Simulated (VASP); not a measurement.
VASP input:

### POSCAR
```
KBr
1
    0.0000000000     3.3031135938     3.3031135938
    3.3031135938    -0.0000000000     3.3031135938
    3.3031135938     3.3031135938    -0.0000000000
K Br
1 1
Direct
  1.0000000000   1.0000000000   0.0000000000
  0.5000000000   0.5000000000   0.5000000000
```

KPOINTS:
```
Automatic mesh
0
Gamma
6 6 6
0 0 0
```

INCAR:
```
# general
SYSTEM  = KBr
PREC    = Accurate
ENCUT   = 400
LREAL   = .False.
LASPH   = .True.

# electronic loop
EDIFF   = 1E-8
NELM    = 100
ALGO    = Normal
LMAXMIX = 4
LMIXTAU = .True.

# smearing
ISMEAR  = 0
SIGMA   = 0.05

# functional
METAGGA = R2SCAN

# ions
IBRION  = 1
NSW     = 30
ISIF    = 2
EDIFFG  = -0.001

# output
LWAVE   = .False.
LCHARG  = .False.
```

POTCAR, in this order: K_sv Br (PBE.64 set). Program: vasp_std.

Task: Translate this r2SCAN calculation to Ansatz.

Result: One equivalent input (not run):
Ansatz 0.2 input:
```yaml
crystal:
  lattice:
    - [0.0000000, 3.3031136, 3.3031136]
    - [3.3031136, 0.0000000, 3.3031136]
    - [3.3031136, 3.3031136, 0.0000000]
  atoms:
    - { symbol: K, position: [1.0000000, 1.0000000, 0.0000000] }
    - { symbol: Br, position: [0.5000000, 0.5000000, 0.5000000] }
kpoints:
  mp_grid: { grid: [6, 6, 6] }
hamiltonian:
  xc: r2scan
  pseudopotentials: { kind: paw }
scf:
  occupations: { method: gaussian, width: 0.05 }
  max_iter: 100
relax:
  max_steps: 30
  f_tol: 0.001
output: { forces: true, stress: true, eigenvalues: true }
```
The two are equivalent in intent, not identical: each code has its own PAW files, so the cut-off isn't converted (ENCUT is set for VASP's; basis.ecutwfc is left out, and Ansatz then takes the one that its files recommend); Ansatz stops its SCF on the density residual and VASP on the energy change (EDIFF).

The compound is KBr in the rock salt structure. It was relaxed first. The start is the result of an earlier pass.
